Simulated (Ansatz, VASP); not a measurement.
# Al (fcc): VASP beside Ansatz

Wanted: the spread between two codes on one cell, functional and k mesh. The cell is taken from a series of runs on this material, whose earlier steps may have relaxed, scaled, displaced or heated it; both programs get it as it stands.

Method: plane waves, with VASP 6.6.1 beside it; single point at B3LYP with an exact-exchange share of 0.2, in Ansatz 0.2.0.

**1. The structure**

It takes space group Fm-3m (No. 225, cubic). Conventional cell: a = 4.015 Å, b = 4.015 Å, c = 4.015 Å, α = 90.00°, β = 90.00°, γ = 90.00°. Nearest to Al lie 12 Al at 2.84 Å.

Coordinates:

```xyz
1
Lattice="0.0000 2.0074 2.0074 2.0074 0.0000 2.0074 2.0074 2.0074 0.0000" Properties=species:S:1:pos:R:3 pbc="T T T"
Al    0.0000    0.0000    0.0000
```

**2. VASP: single point, B3LYP with an exact-exchange share of 0.2**

With cell and atoms fixed, the geometry can't cause a difference; cores, projectors, grids and the points listed under the comparison can.

Lines of VASP's logs that name or quote its potential files are left out, and so is its time.

The run reads the wave functions of an earlier VASP run, which isn't shown here.

File INCAR:

```
SYSTEM = Al
PREC = Accurate
ENCUT = 400
EDIFF = 1E-06
NELM = 100
ISMEAR = -1
SIGMA = 0.05
LREAL = .FALSE.
ALGO = Normal
LHFCALC = .TRUE.
AEXX = 0.2
GGA = B3
AGGAX = 0.72
AGGAC = 0.81
ALDAC = 0.19
LASPH = .TRUE.
NBANDS = 7
PRECFOCK = Fast
LORBIT = 11
LWAVE = .FALSE.
LCHARG = .FALSE.
KPAR = 4
ISIF = 2
```

File POSCAR:

```
Al
1.0
    0.0000000000      2.0074121496      2.0074121496
    2.0074121496      0.0000000000      2.0074121496
    2.0074121496      2.0074121496      0.0000000000
Al
1
Direct
    0.0000000000      0.0000000000      0.0000000000
```

File KPOINTS:

```
Automatic mesh
0
Gamma
10 10 10
0 0 0
```

Potentials, in the order of the species: Al (PBE family, release 64).

Run with:

```sh
mpirun -np 4 vasp_std
```

Numbers of over 12 decimals in the logs are rounded to 6 here.

Log:

```text
[banner, memory and clock lines left out]
running    4 mpi-ranks, on    1 nodes
 distrk:  each k-point on    1 cores,    4 groups
 distr:  one band on    1 cores,    1 groups

 POSCAR found type information on POSCAR Al
 POSCAR found :  1 types and       1 ions
|                                                                             |
|               ----> ADVICE to this user running VASP <----                  |
|                                                                             |
|     You enforced a specific xc type in the INCAR file but a different       |
|     [... a line on the potential file left out ...]
|     I HOPE YOU KNOW WHAT YOU ARE DOING!                                     |
|                                                                             |

 LDA part: xc-table for (Slater(with rela. corr.)+VWN3), standard interpolation
 found WAVECAR, reading the header
 POSCAR, INCAR and KPOINTS ok, starting setup
 FFT: planning ... GRIDC
 FFT: planning ... GRID_SOFT
 FFT: planning ... GRID
 reading WAVECAR
 the WAVECAR file was read successfully
 initial charge from wavefunction
 entering main loop
       N       E                     dE             d eps       ncg     rms          rms(c)
DAV:   1    -0.329364916242E+01   -0.32936E+01   -0.16128E-01   966   0.232E+00    0.386E+00
DAV:   2    -0.329608253411E+01   -0.24334E-02   -0.29945E-03   889   0.305E-01    0.269E+00
DAV:   3    -0.329634473718E+01   -0.26220E-03   -0.20820E-04   903   0.564E-02    0.172E+00
DAV:   4    -0.329639851052E+01   -0.53773E-04   -0.28173E-05   987   0.206E-02    0.109E+00
DAV:   5    -0.329641659101E+01   -0.18080E-04   -0.72545E-06  1001   0.119E-02    0.690E-01
DAV:   6    -0.329642399887E+01   -0.74079E-05   -0.26203E-06   861   0.746E-03    0.436E-01
DAV:   7    -0.329642708591E+01   -0.30870E-05   -0.96479E-07   595   0.465E-03    0.273E-01
DAV:   8    -0.329642836750E+01   -0.12816E-05   -0.53944E-07   420   0.347E-03    0.173E-01
DAV:   9    -0.329642889624E+01   -0.52874E-06   -0.25042E-07   350   0.255E-03
   1 F= -.32964289E+01 E0= -.32946943E+01  d E =-.346924E-02
```

Parts of OUTCAR (step 2):

```text
ion  position               nearest neighbor table
   1  0.000  0.000  0.000-

  LATTYP: Found a face centered cubic cell.
 ALAT       =     4.0148242992

 Subroutine GETGRP returns: Found 48 space group operations
 (whereof 48 operations were pure point group operations)

The static configuration has the point symmetry O_h .

 Found     47 irreducible k-points:

   k-points           NKPTS =     47   k-points in BZ     NKDIM =   1000   number of bands    NBANDS=      7

   dimension x,y,z NGX =    20 NGY =   20 NGZ =   20
   dimension x,y,z NGXF=    40 NGYF=   40 NGZF=   40

   ENCUT  =  400.0 eV  29.40 Ry    5.42 a.u.   4.63  4.63  4.63*2*pi/ulx,y,z

   NELECT =       3.0000    total number of electrons

 k-points in reciprocal lattice and weights: Automatic mesh
   0.00000000  0.00000000  0.00000000       0.001
   0.10000000  0.00000000  0.00000000       0.008
   0.20000000  0.00000000  0.00000000       0.008
   0.30000000  0.00000000  0.00000000       0.008
   0.40000000  0.00000000  0.00000000       0.008
   0.50000000  0.00000000  0.00000000       0.004
   0.10000000  0.10000000  0.00000000       0.006
   0.20000000  0.10000000  0.00000000       0.024
   0.30000000  0.10000000  0.00000000       0.024
[...]
-0.30000000  0.40000000  0.20000000       0.024
  -0.30000000  0.50000000  0.20000000       0.012

  exchange ACFDT corr.  =         0.00000000  see jH, gK, PRB 81, 115126

 average (electrostatic) potential at core
       1 -68.8899

 E-fermi :   8.6298

 k-point     1 :       0.0000    0.0000    0.0000
  band No.  band energies     occupation
      1      -4.3939      2.00000
      2      22.3722      0.00000
      3      22.3722      0.00000
      4      22.3722      0.00000
      5      23.8853      0.00000
      6      23.8853      0.00000
    ...

 k-point     2 :       0.1000    0.0000    0.0000
  band No.  band energies     occupation
      1      -4.0927      2.00000
      2      18.9108      0.00000
      3      21.6059      0.00000
      4      21.6059      0.00000
      5      24.5676      0.00000
      6      25.0641      0.00000
    ...

 k-point     3 :       0.2000    0.0000    0.0000
  band No.  band energies     occupation
      1      -3.1911      2.00000
      2      14.6540      0.00000
      3      20.8105      0.00000
      4      20.8105      0.00000
      5      24.2839      0.00000
      6      25.4933      0.00000
    ...

  Total        0.2941393      0.2941393      0.2941393      0.0000000     -0.0000000      0.0000000
  in kB       29.1288911     29.1288911     29.1288911      0.0000000     -0.0000000      0.0000000
  external PRESSURE =      29.1288911 kB  Pullay stress =       0.0000000 kB

  energy-cutoff  :      400.00
  volume of cell :       16.18
      direct lattice vectors                 reciprocal lattice vectors
     0.000000000  2.007412150  2.007412150    -0.249076902  0.249076902  0.249076902
     2.007412150  0.000000000  2.007412150     0.249076902 -0.249076902  0.249076902
     2.007412150  2.007412150  0.000000000     0.249076902  0.249076902 -0.249076902

 POSITION                                       TOTAL-FORCE (eV/Angst)
 -----------------------------------------------------------------------------------
      0.00000      0.00000      0.00000         0.000000      0.000000      0.000000
 -----------------------------------------------------------------------------------
    total drift:                               -0.000000     -0.000000     -0.000000

  FREE ENERGIE OF THE ION-ELECTRON SYSTEM (eV)
  ---------------------------------------------------
  free  energy   TOTEN  =        -3.2964288962 eV

  energy  without entropy=       -3.2929596531  energy(sigma->0) =       -3.29469427

 total charge
# of ion       s       p       d       tot
------------------------------------------
    1        0.483   0.362   0.000   0.845

[... 3 further parts left out ...]
```

The k-mesh is coarse for a metal.

The run ends at a pressure of 2.91 GPa.

**3. Ansatz: single point, B3LYP with an exact-exchange share of 0.2**

Ansatz runs on its PAW soft_1 files.

The same cell, functional (in two slightly different forms), mesh and smearing now go to Ansatz.

File input.yaml:

```yaml
crystal:
  lattice:
    - [0.0, 2.0074121496, 2.0074121496]
    - [2.0074121496, 0.0, 2.0074121496]
    - [2.0074121496, 2.0074121496, 0.0]
  atoms:
    - { symbol: Al, position: [0.0, 0.0, 0.0] }
basis:
  ecutwfc: 420
  xc_grid: 2
hamiltonian:
  xc: b3lyp
  pseudopotentials: { kind: paw, azcp: { folder: soft_1 } }
kpoints:
  mp_grid: { grid: [10, 10, 10] }
scf:
  occupations: { method: fermi_dirac, width: 0.05 }
  max_iter: 150
output:
  forces: true
  stress: true
checkpoint:
  write: "../Al.b3lyp.run"
  compress: false
  write_wavefunctions: false
  write_every: 100000
```

Run with:

```sh
ansatz run input.yaml --threads 4 --pin off --max-ram 13189MiB --backend cpu --events-out ev --progress --plain --runs-dir out
```

Log:

```text
Warning: output.stress: scf.convergence.dr2_threshold = 1e-7 eV (the SCF's general default) is looser than the 1e-10 eV advised for a printed stress (1e-10 eV for each atom of the cell: 1). What an SCF threshold leaves in a stress goes as its square root, and in the free energy as the threshold itself, and one threshold admits the most on a small cell: [figures from the program's tests cut] Set scf.convergence.dr2_threshold to 1e-10 eV or tighter. The threshold is an SCF's pass mark: one that does not reach it within its budget of iterations ends unconverged, or closes short of it on a stop that the run arms, and scf.convergence.dr2_threshold's page says what that costs each kind of run
Warning: output.stress: scf.exx.energy_threshold = 1e-6 eV is looser than the 1e-8 eV advised for a stress under a hybrid functional (1e-8 eV for each atom of the cell: 1). Every SCF of the exchange loop can meet its threshold on dr2 while the loop round them stops early: no threshold on dr2 bounds what that leaves in the stress. Set scf.exx.energy_threshold to 1e-8 eV or tighter. The threshold is the loop's pass mark: a loop that does not reach it within its budget of cycles ends unconverged, and scf.exx.energy_threshold's page has the law
Engine: ansatz 0.2.0, aarch64-unknown-linux-gnu
Pseudopotentials: kind: paw
Pseudopotential: Al, paw, valence charge 3, recommended cutoff 420 eV (normal), soft_1/Al.paw.azcp
Functional definition: B3LYP
  parameter a0 = 0.2
  parameter ax = 0.72
  parameter ac = 0.81
  exchange = (1 - a0 - ax)*slater_x + ax*b88_x + a0*exact_x
  correlation = (1 - ac)*vwn_rpa_c + ac*lyp_c
Crystal: 1 atoms, lattice volume = 16.179 Å³
Basis set: ecut = 420 eV, 331 PW (Γ), exchange–correlation on 40×40×40 points (8 copies of the dense FFT grid, shifted against one another)
Bands: 6, of which v1, the nominal top of the filled ones, is band 2 counted from 1 (1 counted from 0)
Symmetry: 48 space group operations
Space group: Fm-3m (ITA 225), of the structure as read, at distance tolerance 2.5e-5 Å
k-points: 47 of 1000
Non-local potential: Al, projectors of the file, l = 0: 2, l = 1: 2, l = 2: 1
PAW form: soft (Blöchl's): semilocal exchange-correlation on the pseudo side does not see the compensation charge
PAW frozen core: Al, regenerated for the run's functional, and the local potential with it (the file was generated under x = pbe(κ = 0.804, μ = 0.219515), c = pbe(β = 0.066725))
PAW one-centre angular grid: Al, 110 points (default); XC on 64 Gauss nodes
Initial density: superposition of atomic densities (chi_scale 0.1, normalization cell)
Initial wavefunctions: pseudopotential atomic-orbital guess
Functional: x = 0.1 slater + 0.9 b88, c = 0.19 vwn_rpa + 0.81 lyp, warm-up for x = 0.08 slater + 0.72 b88 + 0.2 exact, c = 0.19 vwn_rpa + 0.81 lyp
SCF iter   1: F=—  HF=-540.226934 eV  |F-HF|=—  |Δ(HF+E_count)|=         —  Δρ=1.92e-2  dr2=6.17e-2  ethr=1.00e-1  ⟨swp⟩=4.4  Hψ=1032  notcnv=0
preconditioner: auto → none  [metal: Δε(μ)=0.061 eV  Ē_g=13.262 eV  σ=0.050 eV  W_gap=0.27  n_scr=0 (ndim 8)  ℏωp=16.0 eV  f_vac=0.000  D(μ)=0.96/eV (n_scr^D=14)]
SCF iter   2: F=—  HF=-540.202420 eV  |F-HF|=—  |Δ(HF+E_count)|=   2.45e-2  Δρ=9.73e-3  dr2=1.55e-2  ethr=2.06e-3  ⟨swp⟩=2.4  Hψ=588  notcnv=0
iter 3 solved again at ethr=8.81e-7 eV; its pass at ethr=5.16e-4 eV (dr2=2.64e-5 eV) is discarded
SCF iter   3: F=—  HF=-540.197848 eV  |F-HF|=—  |Δ(HF+E_count)|=   4.57e-3  Δρ=4.61e-4  dr2=3.01e-5  ethr=8.81e-7  ⟨swp⟩=4.0  Hψ=1135  notcnv=0  defer=4
SCF iter   4: F=—  HF=-540.197867 eV  |F-HF|=—  |Δ(HF+E_count)|=   1.89e-5  Δρ=5.84e-5  dr2=6.54e-7  ethr=8.81e-7  ⟨swp⟩=2.1  Hψ=365  notcnv=0  defer=2
SCF iter   5: F=—  HF=-540.197867 eV  |F-HF|=—  |Δ(HF+E_count)|=   1.48e-7  Δρ=7.86e-6  dr2=8.03e-9  ethr=2.18e-8  ⟨swp⟩=3.8  Hψ=474  notcnv=0
SCF iter   6: F=-540.197867 eV  HF=-540.197867 eV  |F-HF|=4.24e-11  |Δ(HF+E_count)|=   9.06e-9  Δρ=6.44e-7  dr2=4.72e-11  ethr=2.68e-10  ⟨swp⟩=3.0  Hψ=432  notcnv=0
SCF 1 converged in 6 iterations: F = -540.197867 eV  dr2 = 4.72e-11
  greatest PAW one-centre occupation: 0.457 electrons in one spin orbital (limit 2), on the Al atom at site 0 (counted from 0), in its partial waves of l = 0
Initial density: handed on by an earlier stage of this run
Initial wavefunctions: those handed on with the density
Functional: x = 0.08 slater + 0.72 b88 + 0.2 exact, c = 0.19 vwn_rpa + 0.81 lyp
Frozen-core exchange: fock
iter 1 solved again at ethr=1.66e-5 eV; its pass at ethr=1.00e-1 eV (dr2=4.97e-4 eV) is discarded
SCF iter   1: F=—  HF=-540.880520 eV  |F-HF|=—  |Δ(HF+E_count)|=         —  Δρ=1.72e-3  dr2=7.50e-4  ethr=1.66e-5  ⟨swp⟩=3.8  Hψ=1452  notcnv=0
preconditioner: auto → none  [insulator: Δε(μ)=0.152 eV  Ē_g=14.979 eV  σ=0.050 eV  W_gap=0.52  n_scr=0 (ndim 8)  ℏωp=16.0 eV  f_vac=0.000  D(μ)=0.55/eV (n_scr^D=0)]
SCF iter   2: F=—  HF=-540.880269 eV  |F-HF|=—  |Δ(HF+E_count)|=   2.51e-4  Δρ=8.01e-4  dr2=3.36e-4  ethr=1.66e-5  ⟨swp⟩=2.0  Hψ=356  notcnv=0
[...]
SCF iter   4: F=-540.880207 eV  HF=-540.880207 eV  |F-HF|=3.19e-8  |Δ(HF+E_count)|=   2.23e-6  Δρ=2.06e-5  dr2=4.48e-8  ethr=3.39e-9  ⟨swp⟩=4.1  Hψ=896  notcnv=0
SCF 2 converged in 4 iterations: F = -540.880207 eV  dr2 = 4.48e-8
hybrid outer 1: dexx = +9.508e-4 eV, tail = 4.66e-4 eV
Frozen-core exchange: fock
SCF iter   1: F=—  HF=-540.881319 eV  |F-HF|=—  |Δ(HF+E_count)|=         —  Δρ=1.68e-4  dr2=1.03e-5  ethr=7.77e-5  ⟨swp⟩=2.0  Hψ=564  notcnv=0
preconditioner: auto → none  [insulator: Δε(μ)=0.220 eV  Ē_g=14.980 eV  σ=0.050 eV  W_gap=0.58  n_scr=0 (ndim 8)  ℏωp=16.0 eV  f_vac=0.000  D(μ)=0.50/eV (n_scr^D=0)]
SCF iter   2: F=—  HF=-540.881320 eV  |F-HF|=—  |Δ(HF+E_count)|=   4.19e-7  Δρ=3.57e-5  dr2=5.94e-6  ethr=1.52e-7  ⟨swp⟩=3.6  Hψ=449  notcnv=0
SCF iter   3: F=-540.881357 eV  HF=-540.881357 eV  |F-HF|=9.23e-9  |Δ(HF+E_count)|=   3.77e-5  Δρ=1.88e-5  dr2=1.91e-7  ethr=5.09e-9  ⟨swp⟩=4.0  Hψ=525  notcnv=0
SCF 3 stopped early in 3 iterations: F = -540.881357 eV  dr2 = 1.91e-7
  greatest PAW one-centre occupation: 0.455 electrons in one spin orbital (limit 2), on the Al atom at site 0 (counted from 0), in its partial waves of l = 0
hybrid outer 2: dexx = +4.298e-5 eV, tail = 1.14e-5 eV, Δε = 5.54e-2 eV (about 1.93e-3 eV left of the loop's levels)
Frozen-core exchange: fock
SCF iter   1: F=—  HF=-540.881329 eV  |F-HF|=—  |Δ(HF+E_count)|=         —  Δρ=2.26e-5  dr2=1.26e-6  ethr=6.64e-8  ⟨swp⟩=4.0  Hψ=784  notcnv=0
preconditioner: auto → none  [insulator: Δε(μ)=0.243 eV  Ē_g=14.980 eV  σ=0.050 eV  W_gap=0.60  n_scr=0 (ndim 8)  ℏωp=16.0 eV  f_vac=0.000  D(μ)=0.49/eV (n_scr^D=0)]
SCF iter   2: F=—  HF=-540.881329 eV  |F-HF|=—  |Δ(HF+E_count)|=   1.47e-8  Δρ=1.02e-5  dr2=1.18e-6  ethr=3.22e-9  ⟨swp⟩=2.1  Hψ=364  notcnv=0
SCF iter   3: F=—  HF=-540.881358 eV  |F-HF|=—  |Δ(HF+E_count)|=   2.94e-5  Δρ=2.19e-5  dr2=1.05e-7  ethr=5.23e-10  ⟨swp⟩=4.0  Hψ=488  notcnv=0
SCF iter   4: F=—  HF=-540.881358 eV  |F-HF|=—  |Δ(HF+E_count)|=   8.92e-9  Δρ=6.68e-6  dr2=2.43e-8  ethr=5.23e-10  ⟨swp⟩=3.0  Hψ=432  notcnv=0
SCF iter   5: F=—  HF=-540.881358 eV  |F-HF|=—  |Δ(HF+E_count)|=  2.55e-10  Δρ=8.33e-7  dr2=1.82e-8  ethr=2.15e-10  ⟨swp⟩=2.0  Hψ=359  notcnv=0  defer=1
SCF iter   6: F=-540.881358 eV  HF=-540.881358 eV  |F-HF|=9.41e-11  |Δ(HF+E_count)|=   9.74e-8  Δρ=3.32e-6  dr2=3.09e-9  ethr=3.06e-12  ⟨swp⟩=4.2  Hψ=547  notcnv=0  defer=2
SCF 4 converged in 6 iterations: F = -540.881358 eV  dr2 = 3.09e-9
  Residual-converged pass: ⟨swp⟩=1.6  Hψ=311  notcnv=0  max |occ|·‖R‖ = 2.3e-6 eV (tolerance 2.4e-6 eV)  dr2=3.09e-9  dr2_onsite=4.06e-11  max |Δocc| = 2.1e-14
hybrid outer 3: dexx = +3.223e-8 eV, tail = 7.83e-9 eV, Δε = 1.76e-3 eV (about 2.96e-4 eV left of the loop's levels)
hybrid SCF converged: 3 outer / 13 inner (+6 warm-up), last move |dexx| = 3.22e-8 eV, tail = 7.83e-9 eV
Stability not checked: this state was not tested for a lower state beside it, because the functional holds exact exchange (a hybrid, or Hartree-Fock), whose exchange loop this test does not read (fock_operator; see scf.lower_state_search)
Free energy (F): -540.881358 eV
Frozen-core exchange: fock
Harris-Foulkes:  -540.881358 eV  (|F-HF|=9.41e-11)
Internal energy: -540.877723 eV  (E = F + TS)
E sigma→0 (E₀):  -540.879541 eV
Entropy (-TS):   -0.003635 eV (-3.635 meV/atom)
Fermi energy:    8.554866 eV
--- Per-component energies (eV) ---
  E_band       = 9.430738
  E_kinetic    = 22.908472
  E_local      = 10.440542  (includes V_loc(G=0)·N_el)
  E_nonlocal   = 10.406640
  E_hartree    = 0.111098
  E_xc         = -30.548364
  E_vxc        = -23.359827  (∫ρ·V_xc dr)
  E_exx        = -3.647871  (= α·E_x^exact, valence–valence)
  E_paw        = -476.529377  (= ΣΔE_a)
  E_vpaw       = -3.891519  (= ΣTr[D̂ρ^β])
  E_aug_tail   = -0.000003  (compensation charges beyond the density's cutoff)
  E_ewald      = -73.998692
  E_core_change = -0.020167  (= ΣΔE_core)
  E_smearing   = -0.003635  (= −TS)
  E_closure    = -0.000000  (closes the sum)
  Σ components = -540.881358   (vs F -540.881358, Δ=1.14e-13)
--- Forces (eV/Å), atoms counted from 1 ---
  atom   1  Al    -0.00000000    -0.00000000    -0.00000000
  max |Σ_I F_I| component: 1.54e-32 eV/Å
--- Stress (GPa, compression-positive) ---
        2.669334      -0.000000       0.000000
        0.000000       2.669334       0.000000
        0.000000      -0.000000       2.669334
  P = ⅓ Tr σ = 2.6693 GPa (26.693 kbar)
--- Band table (eV; the first three rows and the last of 47) ---
  k-point 0: bands = ["-4.4350", "22.0718", "22.0718", "22.0718"]
  k-point 1: bands = ["-4.1354", "18.7554", "21.3982", "21.3982"]
  k-point 2: bands = ["-3.2378", "14.5459", "20.6484", "20.6484"]
  k-point 46: bands = ["6.3116", "8.1408", "8.2958", "10.5713"]
  guard bands above this table: 2 of the run's 6 bands. The solve was not asked for them (output.publish_guard_bands: true or output.eigenvalues: true publishes all)
```

The run ends at a pressure of 2.67 GPa.

**4. Side by side**

Known differences besides the potentials themselves: exact exchange at q = 0 is treated differently, which shows on coarse meshes; VASP keeps PBE cores, Ansatz makes them for the functional; the cutoff is 420 eV in Ansatz and 400 eV in VASP; VASP's log shows a relativistic correction to its local exchange, Ansatz's none; VASP takes a coarser grid for exact exchange (PRECFOCK = Fast). Total energies have different zeros and are not compared.

The two programs side by side:

| quantity | Ansatz | VASP | difference |
| --- | --- | --- | --- |
| pressure (GPa) | 2.67 | 2.91 | -0.24 |

**5. Summary of results**

| Item | Value |
| --- | --- |
| difference in pressure (single point, B3LYP with an exact-exchange share of 0.2) | -0.24 GPa |

The difference in pressure is -0.24 GPa (single point, B3LYP with an exact-exchange share of 0.2), within the 1 GPa picked in this series as the mark of a large difference. How closely two codes agree says nothing of how well the functional describes the real material.

[Lines on the potential files, build, host, timing and source positions are cut from VASP's logs without a mark.]

[Logs are printed without paths, hosts, clocks, repeated set-up lines and the standing remarks that a program may print on its own settings, such as how far it seeks lower states.]

[Hosts, paths, dates, database ids (printed as entryN), source tags and the programs' standing remarks are cut or masked in the printed files.]
